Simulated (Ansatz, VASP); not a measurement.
# MgO (Periclase) in two plane-wave programs

One calculation is typed for both programs; each brings its own data sets. How far apart do they land? Valence electrons are named where the data sets of a main pair hold unlike numbers.

Main program and level: Ansatz 0.2.0; plane waves, with VASP 6.6.1 beside it; band structure at B3LYP with an exact-exchange share of 0.2 and band structure at PBE-EpsX with an exact-exchange share of 0.319.

The database entry behind the starting cell differs from later determinations by our own check (about 0.1 % long), so it need not match the best structure at ambient conditions.

## Step 1: Set-up

The structure is cubic, space group Fm-3m (No. 225). The conventional cell has a = 4.217 Å, b = 4.217 Å, c = 4.217 Å, α = 90.00°, β = 90.00°, γ = 90.00°. Nearest to Mg lie 6 O at 2.11 Å. Nearest to O lie 6 Mg at 2.11 Å. Farther neighbours and most contacts between anions are not listed.

Structure file:

```cif
data_structure
_symmetry_space_group_name_H-M 'Fm-3m'
_symmetry_Int_Tables_number 225
_cell_length_a 4.2170
_cell_length_b 4.2170
_cell_length_c 4.2170
_cell_angle_alpha 90.000
_cell_angle_beta 90.000
_cell_angle_gamma 90.000
_cell_volume 74.99
loop_
_atom_site_label
_atom_site_type_symbol
_atom_site_symmetry_multiplicity
_atom_site_Wyckoff_symbol
_atom_site_fract_x
_atom_site_fract_y
_atom_site_fract_z
_atom_site_occupancy
Mg1 Mg 4 a 0.00000 0.00000 0.00000 1
O1 O 4 b 0.50000 0.00000 0.00000 1
```

## Step 2: VASP: band structure, B3LYP with an exact-exchange share of 0.2

Levels along a path test the potential and the projectors away from the mesh points.

Lines of VASP's logs that name or quote its potential files are left out, and so is its time.

The run reads the wave functions of an earlier VASP run, which isn't shown here.

Input file INCAR:

```
SYSTEM = MgO
PREC = Accurate
ENCUT = 520
EDIFF = 1E-06
NELM = 100
ISMEAR = 0
SIGMA = 0.02
LREAL = .FALSE.
ALGO = Normal
LHFCALC = .TRUE.
AEXX = 0.2
GGA = B3
AGGAX = 0.72
AGGAC = 0.81
ALDAC = 0.19
LASPH = .TRUE.
NBANDS = 10
PRECFOCK = Fast
HFRCUT = -1
LORBIT = 11
LWAVE = .FALSE.
LCHARG = .FALSE.
KPAR = 4
```

Input file POSCAR:

```
MgO
1.0
    0.0000000000      2.1085000000      2.1085000000
    2.1085000000      0.0000000000      2.1085000000
    2.1085000000      2.1085000000      0.0000000000
Mg O
1 1
Direct
    0.0000000000      0.0000000000      0.0000000000
    0.5000000000      0.5000000000      0.5000000000
```

Input file KPOINTS:

```
Automatic mesh
0
Gamma
6 6 6
0 0 0
```

Input file KPOINTS_OPT:

```
Line mode
6
Line-mode
Reciprocal
  0.00000000   0.00000000   0.00000000 GAMMA
  0.50000000   0.00000000   0.50000000 X

  0.50000000   0.00000000   0.50000000 X
  0.50000000   0.25000000   0.75000000 W

  0.50000000   0.25000000   0.75000000 W
  0.37500000   0.37500000   0.75000000 K

  0.37500000   0.37500000   0.75000000 K
  0.00000000   0.00000000   0.00000000 GAMMA

  0.00000000   0.00000000   0.00000000 GAMMA
  0.50000000   0.50000000   0.50000000 L

  0.50000000   0.50000000   0.50000000 L
  0.62500000   0.25000000   0.62500000 U

  0.62500000   0.25000000   0.62500000 U
  0.50000000   0.25000000   0.75000000 W

  0.50000000   0.25000000   0.75000000 W
  0.50000000   0.50000000   0.50000000 L

  0.50000000   0.50000000   0.50000000 L
  0.37500000   0.37500000   0.75000000 K

  0.62500000   0.25000000   0.62500000 U
  0.50000000   0.00000000   0.50000000 X
```

The projector-augmented-wave data sets are Mg and O (PBE family, release 64).

Run with:

```
$ mpirun -np 4 vasp_std
```

Numbers of over 12 decimals in the logs are rounded to 6 here.

Output:

```text
[banner, memory and clock lines left out]
running    4 mpi-ranks, on    1 nodes
 distrk:  each k-point on    1 cores,    4 groups
 distr:  one band on    1 cores,    1 groups

 POSCAR found type information on POSCAR MgO
 POSCAR found :  2 types and       2 ions
|                                                                             |
|               ----> ADVICE to this user running VASP <----                  |
|                                                                             |
|     You enforced a specific xc type in the INCAR file but a different       |
|     [... a line on the potential file left out ...]
|     I HOPE YOU KNOW WHAT YOU ARE DOING!                                     |
|                                                                             |

 LDA part: xc-table for (Slater(with rela. corr.)+VWN3), standard interpolation
 found WAVECAR, reading the header
 POSCAR, INCAR and KPOINTS ok, starting setup
 FFT: planning ... GRIDC
 FFT: planning ... GRID_SOFT
 FFT: planning ... GRID
 HFRCUT set to (new)   9.887929
 reading WAVECAR
 the WAVECAR file was read successfully
 initial charge from wavefunction
 entering main loop
       N       E                     dE             d eps       ncg     rms          rms(c)
DAV:   1    -0.138259751929E+02   -0.13826E+02   -0.48368E-01   320   0.315E+00    0.690E-01
DAV:   2    -0.138146226401E+02    0.11353E-01   -0.34724E-02   330   0.135E+00    0.192E-01
DAV:   3    -0.138150352122E+02   -0.41257E-03   -0.11130E-02   328   0.667E-01    0.149E-01
DAV:   4    -0.138151165868E+02   -0.81375E-04   -0.90344E-05   326   0.103E-01    0.879E-02
DAV:   5    -0.138150829165E+02    0.33670E-04   -0.18755E-04   332   0.111E-01    0.385E-02
DAV:   6    -0.138150879709E+02   -0.50544E-05   -0.11463E-05   332   0.352E-02    0.217E-02
DAV:   7    -0.138150884762E+02   -0.50533E-06   -0.35039E-06   320   0.144E-02
   1 F= -.13815088E+02 E0= -.13815088E+02  d E =-.299010E-50
 Start KPOINTS_OPT (optional k-point list driver)
k-point batch [1-16\60]
       N       E                     dE             ncg
DAV:   1    -0.325912861509E+02   -0.52031E+04      384
DAV:   2    -0.482014466332E+03   -0.44942E+03      370
DAV:   3    -0.494879834121E+03   -0.12865E+02      368
DAV:   4    -0.494969261862E+03   -0.89428E-01      366
DAV:   5    -0.494969479262E+03   -0.21740E-03      366
DAV:   6    -0.494969480117E+03   -0.85424E-06      372
[...]
k-point batch [49-60\60]
       N       E                     dE             ncg
DAV:   1     0.146779956692E+04   -0.45287E+04      256
DAV:   2     0.109061568140E+04   -0.37718E+03      286
DAV:   3     0.107876143748E+04   -0.11854E+02      274
DAV:   4     0.107867380630E+04   -0.87631E-01      278
DAV:   5     0.107867360568E+04   -0.20062E-03      282
DAV:   6     0.107867360488E+04   -0.79741E-06      288
```

From OUTCAR (step 2):

```text
ion  position               nearest neighbor table
   1  0.000  0.000  0.000-   2 2.11   2 2.11   2 2.11   2 2.11   2 2.11   2 2.11
   2  0.500  0.500  0.500-   1 2.11   1 2.11   1 2.11   1 2.11   1 2.11   1 2.11

  LATTYP: Found a face centered cubic cell.
 ALAT       =     4.2170000000

 Subroutine GETGRP returns: Found 48 space group operations
 (whereof 48 operations were pure point group operations)

The static configuration has the point symmetry O_h .

 Found     16 irreducible k-points:

   k-points           NKPTS =     16   k-points in BZ     NKDIM =    216   number of bands    NBANDS=     10

   dimension x,y,z NGX =    24 NGY =   24 NGZ =   24
   dimension x,y,z NGXF=    48 NGYF=   48 NGZF=   48

   ENCUT  =  520.0 eV  38.22 Ry    6.18 a.u.   5.54  5.54  5.54*2*pi/ulx,y,z

   NELECT =       8.0000    total number of electrons

 k-points in reciprocal lattice and weights: Automatic mesh
   0.00000000  0.00000000  0.00000000       0.005
   0.16666667  0.00000000  0.00000000       0.037
   0.33333333  0.00000000  0.00000000       0.037
   0.50000000  0.00000000  0.00000000       0.019
   0.16666667  0.16666667  0.00000000       0.028
   0.33333333  0.16666667  0.00000000       0.111
   0.50000000  0.16666667  0.00000000       0.111
  -0.33333333  0.16666667  0.00000000       0.111
  -0.16666667  0.16666667  0.00000000       0.056
[...]
-0.33333333  0.33333333  0.16666667       0.111
  -0.33333333  0.50000000  0.16666667       0.056

  exchange ACFDT corr.  =         0.00000000  see jH, gK, PRB 81, 115126

 average (electrostatic) potential at core
       1 -31.4151       2 -64.2073

 E-fermi :   2.1652

 k-point     1 :       0.0000    0.0000    0.0000
  band No.  band energies     occupation
      1     -16.4187      2.00000
      2       1.9578      2.00000
      3       1.9578      2.00000
      4       1.9578      2.00000
      5       8.8962      0.00000
      6      20.0966      0.00000
      7      20.0966      0.00000
      8      20.0966      0.00000
      9      24.4436      0.00000
    ...

 k-point     2 :       0.1667    0.0000    0.0000
  band No.  band energies     occupation
      1     -16.1274      2.00000
      2       0.4459      2.00000
      3       1.7725      2.00000
      4       1.7725      2.00000
      5      10.3272      0.00000
      6      17.8607      0.00000
      7      20.6849      0.00000
      8      20.6849      0.00000
      9      24.4995      0.00000
    ...

 k-point     3 :       0.3333    0.0000    0.0000
  band No.  band energies     occupation
      1     -15.4741      2.00000
      2      -1.8257      2.00000
      3       1.4264      2.00000
      4       1.4264      2.00000
      5      11.9363      0.00000
      6      16.7782      0.00000
      7      20.8536      0.00000
      8      20.8536      0.00000
      9      25.3085      0.00000
    ...

  energy-cutoff  :      520.00
  volume of cell :       18.75
      direct lattice vectors                 reciprocal lattice vectors
     0.000000000  2.108500000  2.108500000    -0.237135404  0.237135404  0.237135404
     2.108500000  0.000000000  2.108500000     0.237135404 -0.237135404  0.237135404
     2.108500000  2.108500000  0.000000000     0.237135404  0.237135404 -0.237135404

 POSITION                                       TOTAL-FORCE (eV/Angst)
 -----------------------------------------------------------------------------------
      0.00000      0.00000      0.00000        -0.000000      0.000000      0.000000
      2.10850      2.10850      2.10850         0.000000     -0.000000     -0.000000
 -----------------------------------------------------------------------------------
    total drift:                               -0.000000      0.000000      0.000000

  FREE ENERGIE OF THE ION-ELECTRON SYSTEM (eV)
  ---------------------------------------------------
  free  energy   TOTEN  =       -13.8150884762 eV

  energy  without entropy=      -13.8150884762  energy(sigma->0) =      -13.81508848

 total charge
# of ion       s       p       d       tot
------------------------------------------
    1        0.143   0.176   0.078   0.397
    2        1.538   3.598   0.000   5.136
--------------------------------------------------
tot          1.681   3.774   0.078   5.533

[... 3 further parts left out ...]
```

The PAW data sets were made with PBE, which is usual practice but a small mismatch for other functionals.

## Step 3: Ansatz: band structure, B3LYP with an exact-exchange share of 0.2

Ansatz runs on its default PAW (the set named soft_2) files.

The same cell, functional (in two slightly different forms), mesh and smearing now go to Ansatz, which takes its cutoff from its data sets.

Input file input.yaml:

```yaml
crystal:
  lattice:
    - [0.0, 2.1085, 2.1085]
    - [2.1085, 0.0, 2.1085]
    - [2.1085, 2.1085, 0.0]
  atoms:
    - { symbol: Mg, position: [0.0, 0.0, 0.0] }
    - { symbol: O, position: [0.5, 0.5, 0.5] }
hamiltonian:
  xc: b3lyp
  pseudopotentials: { kind: paw }
kpoints:
  mp_grid: { grid: [6, 6, 6] }
  band_path:
    path:
      - [0.0, 0.0, 0.0]
      - [0.5, 0.0, 0.5]
      - [0.5, 0.2, 0.7]
      - [0.4, 0.35, 0.75]
      - [0.15, 0.15, 0.3]
      - [0.2, 0.2, 0.2]
      - [0.55, 0.4, 0.55]
      - [0.6, 0.25, 0.65]
      - [0.5, 0.25, 0.75]
      - [0.5, 0.5, 0.5]
      - [0.375, 0.375, 0.75]
      - [0.5, 0.0, 0.5]
    npoints: 1
scf:
  occupations: { method: gaussian, width: 0.02 }
  n_extra_bands: 7
output:
  forces: true
  stress: true
  eigenvalues: true
  write_density: true
  write_potential: true
  elf: true
  volumetric_format: npy
```

Run with:

```
$ ansatz run input.yaml --threads 4 --pin off --max-ram 9216MiB --backend cpu --events-out ev --progress --plain --runs-dir out
```

Output:

```text
Warning: output.stress: scf.convergence.dr2_threshold = 1e-7 eV (the SCF's general default) is looser than the 2e-10 eV advised for a printed stress (1e-10 eV for each atom of the cell: 2). What an SCF threshold leaves in a stress goes as its square root, and in the free energy as the threshold itself, and one threshold admits the most on a small cell: [figures from the program's tests cut] Set scf.convergence.dr2_threshold to 2e-10 eV or tighter. The threshold is an SCF's pass mark: one that does not reach it within its budget of iterations ends unconverged, or closes short of it on a stop that the run arms, and scf.convergence.dr2_threshold's page says what that costs each kind of run
Warning: output.stress: scf.exx.energy_threshold = 1e-6 eV is looser than the 2e-8 eV advised for a stress under a hybrid functional (1e-8 eV for each atom of the cell: 2). Every SCF of the exchange loop can meet its threshold on dr2 while the loop round them stops early: no threshold on dr2 bounds what that leaves in the stress. Set scf.exx.energy_threshold to 2e-8 eV or tighter. The threshold is the loop's pass mark: a loop that does not reach it within its budget of cycles ends unconverged, and scf.exx.energy_threshold's page has the law
scf.n_extra_bands = 7 over 8 filled bands (N_el = 16.0): the run solves 15 bands
Engine: ansatz 0.2.0, aarch64-unknown-linux-gnu
Pseudopotentials: kind: paw
Pseudopotential: Mg, paw, valence charge 10, recommended cutoff 420 eV (normal), Mg.paw.azcp
Pseudopotential: O, paw, valence charge 6, recommended cutoff 420 eV (normal), O.paw.azcp
Functional definition: B3LYP
  parameter a0 = 0.2
  parameter ax = 0.72
  parameter ac = 0.81
  exchange = (1 - a0 - ax)*slater_x + ax*b88_x + a0*exact_x
  correlation = (1 - ac)*vwn_rpa_c + ac*lyp_c
Crystal: 2 atoms, lattice volume = 18.748 Å³
Basis set: ecut = 420 eV, 339 PW (Γ), exchange–correlation on 40×40×40 points (8 copies of the dense FFT grid, shifted against one another)
Bands: 15, of which v1, the nominal top of the filled ones, is band 8 counted from 1 (7 counted from 0)
Symmetry: 48 space group operations
Space group: Fm-3m (ITA 225), of the structure as read, at distance tolerance 2.7e-5 Å
k-points: 16 of 216
Non-local potential: Mg, projectors of the file, l = 0: 3, l = 1: 2, l = 2: 1
Non-local potential: O, projectors of the file, l = 0: 2, l = 1: 2, l = 2: 1
PAW form: soft (Blöchl's): semilocal exchange-correlation on the pseudo side does not see the compensation charge
PAW frozen core: Mg, regenerated for the run's functional, and the local potential with it (the file was generated under x = pbe(κ = 0.804, μ = 0.219515), c = pbe(β = 0.066725))
PAW frozen core: O, regenerated for the run's functional, and the local potential with it (the file was generated under x = pbe(κ = 0.804, μ = 0.219515), c = pbe(β = 0.066725))
PAW one-centre angular grid: Mg, 110 points (default); XC on 64 Gauss nodes
PAW one-centre angular grid: O, 110 points (default); XC on 64 Gauss nodes
Initial density: superposition of atomic densities (neutral atoms: chi_scale 0, normalization atom), corrected by the library's trained network
Initial wavefunctions: pseudopotential atomic-orbital guess
Functional: x = 0.1 slater + 0.9 b88, c = 0.19 vwn_rpa + 0.81 lyp, warm-up for x = 0.08 slater + 0.72 b88 + 0.2 exact, c = 0.19 vwn_rpa + 0.81 lyp
SCF iter   1: F=—  HF=-2499.264055 eV  |F-HF|=—  |Δ(HF+E_count)|=         —  Δρ=1.75e-2  dr2=4.03e-2  ethr=1.77e-3  ⟨swp⟩=6.8  Hψ=1074  notcnv=0
preconditioner: auto → none  [insulator: Δε(μ)=5.113 eV  Ē_g=22.802 eV  σ=0.020 eV  W_gap=1.00  n_scr=8 (ndim 8)  ℏωp=24.3 eV  f_vac=0.000  D(μ)=0.00/eV (n_scr^D=0)]
iter 2 solved again at ethr=2.29e-5 eV; its pass at ethr=2.52e-4 eV (dr2=3.67e-3 eV) is discarded
SCF iter   2: F=—  HF=-2499.253311 eV  |F-HF|=—  |Δ(HF+E_count)|=   1.07e-2  Δρ=4.66e-3  dr2=3.59e-3  ethr=2.29e-5  ⟨swp⟩=2.6  Hψ=979  notcnv=0  defer=5
SCF iter   3: F=-2499.252474 eV  HF=-2499.252469 eV  |F-HF|=5.41e-6  |Δ(HF+E_count)|=   8.42e-4  Δρ=6.32e-4  dr2=4.85e-5  ethr=2.24e-5  ⟨swp⟩=3.1  Hψ=533  notcnv=0  defer=3
SCF 1 stopped early in 3 iterations: F = -2499.252474 eV  dr2 = 4.85e-5
  greatest PAW one-centre occupation: 1.000 electrons in one spin orbital (limit 2), on the Mg atom at site 0 (counted from 0), in its partial waves of l = 0
Initial density: handed on by an earlier stage of this run
Initial wavefunctions: those handed on with the density
Functional: x = 0.08 slater + 0.72 b88 + 0.2 exact, c = 0.19 vwn_rpa + 0.81 lyp
Frozen-core exchange: fock
SCF iter   1: F=—  HF=-2500.092218 eV  |F-HF|=—  |Δ(HF+E_count)|=         —  Δρ=6.52e-3  dr2=5.10e-3  ethr=3.03e-6  ⟨swp⟩=4.9  Hψ=967  notcnv=0
preconditioner: auto → none  [insulator: Δε(μ)=6.960 eV  Ē_g=25.432 eV  σ=0.020 eV  W_gap=1.00  n_scr=8 (ndim 8)  ℏωp=24.3 eV  f_vac=0.000  D(μ)=0.00/eV (n_scr^D=0)]
SCF iter   2: F=—  HF=-2500.090319 eV  |F-HF|=—  |Δ(HF+E_count)|=   1.90e-3  Δρ=3.27e-3  dr2=9.00e-4  ethr=3.03e-6  ⟨swp⟩=3.0  Hψ=573  notcnv=0
SCF iter   3: F=—  HF=-2500.092061 eV  |F-HF|=—  |Δ(HF+E_count)|=   1.74e-3  Δρ=9.55e-4  dr2=9.05e-5  ethr=3.03e-6  ⟨swp⟩=3.2  Hψ=444  notcnv=0  defer=1
SCF iter   4: F=—  HF=-2500.092025 eV  |F-HF|=—  |Δ(HF+E_count)|=   3.59e-5  Δρ=1.40e-4  dr2=3.12e-6  ethr=4.98e-7  ⟨swp⟩=2.6  Hψ=398  notcnv=0
SCF iter   5: F=-2500.092036 eV  HF=-2500.092035 eV  |F-HF|=9.00e-7  |Δ(HF+E_count)|=   1.02e-5  Δρ=5.48e-5  dr2=7.28e-7  ethr=1.03e-8  ⟨swp⟩=3.2  Hψ=565  notcnv=0
SCF 2 stopped early in 5 iterations: F = -2500.092036 eV  dr2 = 7.28e-7
  greatest PAW one-centre occupation: 1.000 electrons in one spin orbital (limit 2), on the Mg atom at site 0 (counted from 0), in its partial waves of l = 1
hybrid outer 1: dexx = +2.147e-3 eV, tail = 1.99e-5 eV
Frozen-core exchange: fock
SCF iter   1: F=—  HF=-2500.092049 eV  |F-HF|=—  |Δ(HF+E_count)|=         —  Δρ=5.91e-5  dr2=5.89e-7  ethr=6.22e-7  ⟨swp⟩=2.9  Hψ=505  notcnv=0
preconditioner: auto → none  [insulator: Δε(μ)=6.963 eV  Ē_g=25.396 eV  σ=0.020 eV  W_gap=1.00  n_scr=8 (ndim 8)  ℏωp=24.3 eV  f_vac=0.000  D(μ)=0.00/eV (n_scr^D=0)]
SCF iter   2: F=—  HF=-2500.092049 eV  |F-HF|=—  |Δ(HF+E_count)|=   2.15e-7  Δρ=2.21e-5  dr2=4.97e-8  ethr=3.61e-9  ⟨swp⟩=3.1  Hψ=458  notcnv=0
SCF iter   3: F=—  HF=-2500.092049 eV  |F-HF|=—  |Δ(HF+E_count)|=   1.31e-8  Δρ=8.50e-6  dr2=2.11e-8  ethr=2.38e-10  ⟨swp⟩=3.0  Hψ=438  notcnv=0
SCF iter   4: F=-2500.092049 eV  HF=-2500.092049 eV  |F-HF|=6.72e-9  |Δ(HF+E_count)|=   4.58e-8  Δρ=7.04e-6  dr2=7.14e-9  ethr=7.69e-11  ⟨swp⟩=3.2  Hψ=532  notcnv=0  defer=1
SCF 3 converged in 4 iterations: F = -2500.092049 eV  dr2 = 7.14e-9
  Residual-converged pass: ⟨swp⟩=2.5  Hψ=391  notcnv=0  max |occ|·‖R‖ = 2.2e-6 eV (tolerance 2.4e-6 eV)  dr2=7.11e-9  dr2_onsite=7.76e-10  max |Δocc| = 0.0e0
hybrid outer 2: dexx = +6.299e-8 eV, tail = 1.89e-8 eV, Δε = 2.77e-3 eV (about 1.95e-4 eV left of the loop's levels)
NSCF: frozen V_eff on 12 k-points
hybrid SCF converged: 2 outer / 9 inner (+3 warm-up), last move |dexx| = 6.30e-8 eV, tail = 1.89e-8 eV
Stability not checked: this state was not tested for a lower state beside it, because the functional holds exact exchange (a hybrid, or Hartree-Fock), whose exchange loop this test does not read (fock_operator; see scf.lower_state_search)
Free energy (F): -2500.092049 eV
Frozen-core exchange: fock
Harris-Foulkes:  -2500.092049 eV  (|F-HF|=6.72e-9)
Internal energy: -2500.092049 eV  (E = F + TS)
E sigma→0 (E₀):  -2500.092049 eV
Fermi energy:    10.359515 eV
--- Per-component energies (eV) ---
  E_band       = -336.974785
  E_kinetic    = 257.216871
  E_local      = -1604.461611  (includes V_loc(G=0)·N_el)
  E_nonlocal   = 139.541220
  E_hartree    = 557.300115
  E_xc         = -86.329429
  E_vxc        = -110.018728  (∫ρ·V_xc dr)
  E_exx        = -62.575251  (= α·E_x^exact, valence–valence)
  E_paw        = -412.905573  (= ΣΔE_a)
  E_vpaw       = -8.706555  (= ΣTr[D̂ρ^β])
  E_aug_tail   = 0.002577  (compensation charges beyond the density's cutoff)
  E_ewald      = -1287.856876
  E_core_change = -0.024091  (= ΣΔE_core)
  E_smearing   = -0.000000  (= −TS)
  E_closure    = 0.000000  (closes the sum)
  Σ components = -2500.092049   (vs F -2500.092049, Δ=0.00e0)
--- Forces (eV/Å), atoms counted from 1 ---
  atom   1  Mg    -0.00000000     0.00000000    -0.00000000
  atom   2  O      0.00000000    -0.00000000     0.00000000
  max |Σ_I F_I| component: 1.74e-29 eV/Å
--- Stress (GPa, compression-positive) ---
        0.683195       0.000000       0.000000
        0.000000       0.683195       0.000000
       -0.000000       0.000000       0.683195
  P = ⅓ Tr σ = 0.6832 GPa (6.832 kbar)
--- Band table (eV; the first three rows and the last of 16) ---
  k-point 0: bands = [... 4 lower, -11.5011, 6.8784, 6.8784, 6.8784, 13.8406, 25.0013, 25.0013, 25.0013, ... 3 higher]
  k-point 1: bands = [... 4 lower, -11.2013, 5.3695, 6.6927, 6.6927, 15.2700, 22.7777, 25.5940, 25.5940, ... 3 higher]
  k-point 2: bands = [... 4 lower, -10.5314, 3.1048, 6.3467, 6.3467, 16.8769, 21.7074, 25.7981, 25.7981, ... 3 higher]
  k-point 15: bands = [... 4 lower, -9.8738, 3.2224, 4.5701, 5.1351, 19.8411, 20.5480, 21.9314, 25.8422, ... 3 higher]
```

Elapsed: 7.4 s, on 4 threads of Arm Neoverse V2, shared host; peak memory 0.54 GiB.

Reading the cycles: dr2 is the Hartree energy of the density residual (eV), the measure of convergence; HF is the Harris–Foulkes estimate of the energy, which meets the free energy F at convergence.

(Continued in part 2 of 2.)

[Lines on the potential files, build, host, timing and source positions are cut from VASP's logs without a mark.]

[Logs are printed without paths, hosts, clocks, repeated set-up lines and the standing remarks that a program may print on its own settings, such as how far it seeks lower states.]

[Hosts, paths, dates, database ids (printed as entryN), source tags and the programs' standing remarks are cut or masked in the printed files.]
